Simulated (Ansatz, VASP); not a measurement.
This is a calculation of MnHg for Ansatz 0.2.0.

input.yaml

```yaml
crystal:
  lattice:
    - [3.3369542822, 0.0, 0.0]
    - [0.0, 3.3369542822, 0.0]
    - [0.0, 0.0, 3.3369542822]
  atoms:
    - { symbol: Hg, position: [0.0, 0.0, 0.0] }
    - { symbol: Mn, position: [0.5, 0.5, 0.5], spin: 4.0 }
hamiltonian:
  xc: pbe
  pseudopotentials: { kind: paw }
magnetization:
  spin_polarized: true
kpoints:
  mp_grid: { grid: [8, 8, 8] }
scf:
  occupations: { method: fermi_dirac, width: 0.05 }
output:
  forces: true
  stress: true
  eigenvalues: true
```

Potentials or basis: Ansatz PAW.

Run with:

```console
$ ansatz run input.yaml --threads 2 --pin off --max-ram 5120MiB --backend cpu --events-out ev --progress --plain --runs-dir out
```

Question: Translate it to VASP 6.6.1. Potentials there: VASP PAW PBE potentials, release 64 (Hg, Mn_pv).

Answer: As run (the cutoff follows the program's own potentials):

INCAR

```
PREC = Accurate ; ENCUT = 520
EDIFF = 1E-7 ; ISMEAR = -1
SIGMA = 0.05 ; LREAL = False
LASPH = True ; NELM = 150
ALGO = Normal ; ISIF = 2
LWAVE = False ; LCHARG = False
ISPIN = 2 ; MAGMOM = 0 4
LORBIT = 11 ; LMAXMIX = 4
GGA = PE ; NBANDS = 24
```

File KPOINTS:

```
regular mesh
0
Gamma
  8 8 8
```

The input POSCAR:

```
MnHg
1.0
    3.3369542822      0.0000000000      0.0000000000
    0.0000000000      3.3369542822      0.0000000000
    0.0000000000      0.0000000000      3.3369542822
Hg Mn
1 1
Direct
    0.0000000000      0.0000000000      0.0000000000
    0.5000000000      0.5000000000      0.5000000000
```

Potentials or basis: VASP PAW PBE potentials, release 64 (Hg, Mn_pv).

Command:

```sh
$ cat potpaw_PBE.64/Hg/POTCAR potpaw_PBE.64/Mn_pv/POTCAR > POTCAR
$ mpirun -np 1 vasp_std > vasp.out
```

Both were run:

|  | VASP | Ansatz | Ansatz less VASP |
| --- | --- | --- | --- |
| gap on the k mesh at the Fermi level (eV) | none | none | - |
| pressure (GPa) | -0.6 | -1.0 | -0.41 |
| net moment per atom (μB) | 1.97 | 1.97 | -0.002 |
| size of the moment on the site where the two differ most (μB) | 3.85 | 3.92 | +0.061 |

Site moments also hang on the region over which each program counts them. A gap of «none» marks a metal or a gap that the smearing closes. The functional is the same, so the differences come from potentials, cutoffs and numerics. The two sets of potentials don't hold the same shells in valence.

Spin-orbit coupling is left out, which matters for the levels of Hg.
